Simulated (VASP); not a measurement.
Consider the following.

```
WSi2
1.0
   -1.60170     1.60170     3.91108
    1.60170    -1.60170     3.91108
    1.60170     1.60170    -3.91108
Si W
2 1
Direct
  0.33448   0.33448   0.00000
  0.66552   0.66552   0.00000
  0.00000   0.00000   0.00000
```

Calculation: PBEsol GGA, VASP's PBE PAW potentials (set 64) (plane waves; VASP 6.6.1). Run with 400 eV cut-off, 15×15×15 Γ-centred mesh, tetrahedra with Blöchl corrections, potentials Si W_sv.

The cores are frozen, which limits the accuracy of field gradients.

### Question
Give the principal components of the electric field gradient (V/Å²) and the asymmetry η at each nucleus.

### Answer

```
atom   Vxx   Vyy     Vzz     η
----  ----  ----  ------  ----
Si1    4.8   4.8    -9.5  0.00
Si2    4.8   4.8    -9.5  0.00
W3    69.2  69.2  -138.5  0.00
```

The structure comes from a measured Si2W entry (I4/mmm) of the Crystallography Open Database, whose conditions weren't checked. It was relaxed first.
